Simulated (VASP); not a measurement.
A convergence study with VASP on MgB2 (AlB2 type): one setting is varied, all else stays as given below, so the limit is that of these other settings.

```yaml
crystal:
  lattice:
    - [1.54500, -2.67602, 0.00000]
    - [1.54500, 2.67602, 0.00000]
    - [0.00000, 0.00000, 3.52000]
  atoms:
    - { symbol: Mg, position: [0.00000, 0.00000, 0.00000] }
    - { symbol: B, position: [0.33333, 0.66667, 0.50000] }
    - { symbol: B, position: [0.66667, 0.33333, 0.50000] }
```

Level of theory: PBE GGA, VASP's PBE PAW potentials (set 64) (plane waves; VASP). The tightest run used: 700 eV cut-off, 21×21×16 Γ-centred mesh, tetrahedra with Blöchl corrections, potentials Mg B.

Problem. The settings run are 3×3×2 mesh; 4×4×3 mesh; 5×5×4 mesh; 6×6×5 mesh; 7×7×5 mesh; 8×8×6 mesh; 9×9×7 mesh; 10×10×8 mesh; 11×11×8 mesh; 12×12×9 mesh; 13×13×10 mesh; 14×14×11 mesh; 15×15×12 mesh; 16×16×12 mesh; 17×17×13 mesh; 18×18×14 mesh; 19×19×15 mesh; 20×20×15 mesh; 21×21×16 mesh. From which on does the energy per atom stay within 0.001 eV/atom of the tightest run?

Solution. From 9×9×7 mesh on: it is off by 0.0005 there and by no more than 0.001 in any finer run, while 8×8×6 mesh is off by 0.0015.
```json
[
 {"setting": "3×3×2 mesh", "E (eV/atom)": "-4.9152", "pressure (GPa)": "-1.33", "irreducible k-points": "6", "difference judged (eV/atom)": "0.1930"},
 {"setting": "4×4×3 mesh", "E (eV/atom)": "-5.0697", "pressure (GPa)": "-1.60", "irreducible k-points": "8", "difference judged (eV/atom)": "0.0385"},
 {"setting": "5×5×4 mesh", "E (eV/atom)": "-5.1068", "pressure (GPa)": "-1.74", "irreducible k-points": "15", "difference judged (eV/atom)": "0.0015"},
 {"setting": "6×6×5 mesh", "E (eV/atom)": "-5.1130", "pressure (GPa)": "-1.73", "irreducible k-points": "21", "difference judged (eV/atom)": "0.0047"},
 {"setting": "7×7×5 mesh", "E (eV/atom)": "-5.1124", "pressure (GPa)": "-1.72", "irreducible k-points": "24", "difference judged (eV/atom)": "0.0042"},
 {"setting": "8×8×6 mesh", "E (eV/atom)": "-5.1098", "pressure (GPa)": "-1.69", "irreducible k-points": "40", "difference judged (eV/atom)": "0.0015"},
 {"setting": "9×9×7 mesh", "E (eV/atom)": "-5.1087", "pressure (GPa)": "-1.69", "irreducible k-points": "48", "difference judged (eV/atom)": "0.0005"},
 {"setting": "10×10×8 mesh", "E (eV/atom)": "-5.1085", "pressure (GPa)": "-1.70", "irreducible k-points": "70", "difference judged (eV/atom)": "0.0003"},
 {"setting": "11×11×8 mesh", "E (eV/atom)": "-5.1084", "pressure (GPa)": "-1.71", "irreducible k-points": "80", "difference judged (eV/atom)": "0.0001"},
 {"setting": "12×12×9 mesh", "E (eV/atom)": "-5.1083", "pressure (GPa)": "-1.72", "irreducible k-points": "95", "difference judged (eV/atom)": "0.0000"},
 {"setting": "13×13×10 mesh", "E (eV/atom)": "-5.1079", "pressure (GPa)": "-1.72", "irreducible k-points": "126", "difference judged (eV/atom)": "0.0003"},
 {"setting": "14×14×11 mesh", "E (eV/atom)": "-5.1081", "pressure (GPa)": "-1.72", "irreducible k-points": "144", "difference judged (eV/atom)": "0.0002"},
 {"setting": "15×15×12 mesh", "E (eV/atom)": "-5.1083", "pressure (GPa)": "-1.72", "irreducible k-points": "189", "difference judged (eV/atom)": "0.0000"},
 {"setting": "16×16×12 mesh", "E (eV/atom)": "-5.1082", "pressure (GPa)": "-1.73", "irreducible k-points": "210", "difference judged (eV/atom)": "0.0000"},
 {"setting": "17×17×13 mesh", "E (eV/atom)": "-5.1082", "pressure (GPa)": "-1.73", "irreducible k-points": "231", "difference judged (eV/atom)": "0.0000"},
 {"setting": "18×18×14 mesh", "E (eV/atom)": "-5.1081", "pressure (GPa)": "-1.73", "irreducible k-points": "296", "difference judged (eV/atom)": "0.0002"},
 {"setting": "19×19×15 mesh", "E (eV/atom)": "-5.1082", "pressure (GPa)": "-1.73", "irreducible k-points": "320", "difference judged (eV/atom)": "0.0000"},
 {"setting": "20×20×15 mesh", "E (eV/atom)": "-5.1082", "pressure (GPa)": "-1.73", "irreducible k-points": "352", "difference judged (eV/atom)": "0.0001"},
 {"setting": "21×21×16 mesh", "E (eV/atom)": "-5.1082", "pressure (GPa)": "-1.73", "irreducible k-points": "432", "difference judged (eV/atom)": "0.0000"}
]
```

Left out are rungs that failed or repeat a setting and relaxations that didn't move; long series are thinned to 24 rows.

The compound is MgB2 in the AlB2 type structure. The cell was not relaxed at this level.
